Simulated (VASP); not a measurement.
Consider the following.

```yaml
crystal:
  lattice:
    - [0.00000, 3.85952, 3.85952]
    - [3.85952, 0.00000, 3.85952]
    - [3.85952, 3.85952, 0.00000]
  atoms:
    - { symbol: Na, position: [0.25000, 0.25000, 0.25000] }
    - { symbol: Na, position: [0.75000, 0.75000, 0.75000] }
    - { symbol: Na, position: [0.50000, 0.50000, 0.50000] }
    - { symbol: Tl, position: [0.00000, 0.00000, 0.00000] }
```

The numbers are results of PBEsol GGA, VASP's PBE PAW potentials (set 64) (plane waves; VASP), not measurements. Numerical set-up: 400 eV cut-off, Gaussian smearing of 0.050 eV, potentials Na_pv Tl_d.

Unless said otherwise, spin-orbit coupling is left out, though it shifts the bands of the heavy elements here.

Q: What does the run give for the band gap (along the path) with the smallest direct gap where there is one?

A: 
The band gap (along the path) is none (metal, semimetal or under 0.01 eV).

Total energies compare only between runs with the same potentials, cut-off and functional.

The structure comes from a computed database's Na3Tl entry (Fm-3m); how it stands against other phases isn't given here. It was relaxed first.
